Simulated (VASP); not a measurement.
VASP ran on this input.

INCAR:
```
# general
SYSTEM =RuN
PREC   =Accurate
ENCUT  =520
LREAL  =.FALSE.
LASPH  =.TRUE.

# electronic loop
EDIFF  =1E-7
NELM   =100
ALGO   =Normal
LMAXMIX=4

# smearing
ISMEAR =-5

# ions
ISIF   =2

# output
LWAVE  =.FALSE.
LCHARG =.TRUE.
LORBIT =11
NEDOS  =601
```

File POSCAR:
```
RuN
1
    0.0000000000     2.2379061068     2.2379061068
    2.2379061068     0.0000000000     2.2379061068
    2.2379061068     2.2379061068     0.0000000000
Ru N
1 1
Direct
  0.0000000000   0.0000000000   0.0000000000
  0.7500000000   0.7500000000   0.7500000000
```

**KPOINTS**
```
Automatic
0
Gamma
  16 16 16
0 0 0
```

POTCAR, in this order: Ru_pv N (LDA.64 set). Program: vasp_std.

Problem. Translate this LDA calculation to Quantum ESPRESSO's pw.x.

Solution. One equivalent input (not run):
```
&CONTROL
  calculation = 'scf'
  pseudo_dir = './pseudo'
  outdir = './out'
  tprnfor = .true.
  tstress = .true.
/
&SYSTEM
  ibrav = 0
  nat = 2
  ntyp = 2
  ecutwfc = 88
  occupations = 'tetrahedra'
  input_dft = 'pz'
/
&ELECTRONS
  conv_thr = 7.3e-09
  electron_maxstep = 100
/
ATOMIC_SPECIES
  Ru 101.070 Ru.upf
  N 14.007 N.upf
CELL_PARAMETERS angstrom
     0.0000000    2.2379061    2.2379061
     2.2379061    0.0000000    2.2379061
     2.2379061    2.2379061    0.0000000
ATOMIC_POSITIONS crystal
  Ru   0.0000000  0.0000000  0.0000000
  N    0.7500000  0.7500000  0.7500000
K_POINTS automatic
  16 16 16 0 0 0
```
What does not carry over: the potentials are each code's own (VASP's PAW set, PseudoDojo norm-conserving files in pw.x), so ENCUT and ecutwfc are chosen apart and not converted; conv_thr bounds pw.x's estimated SCF error, while EDIFF bounds the energy change between steps.

The structure comes from a computed database's RuN entry (F-43m); how it stands against other phases isn't given here. It was relaxed first, which changed the volume by -6 %.
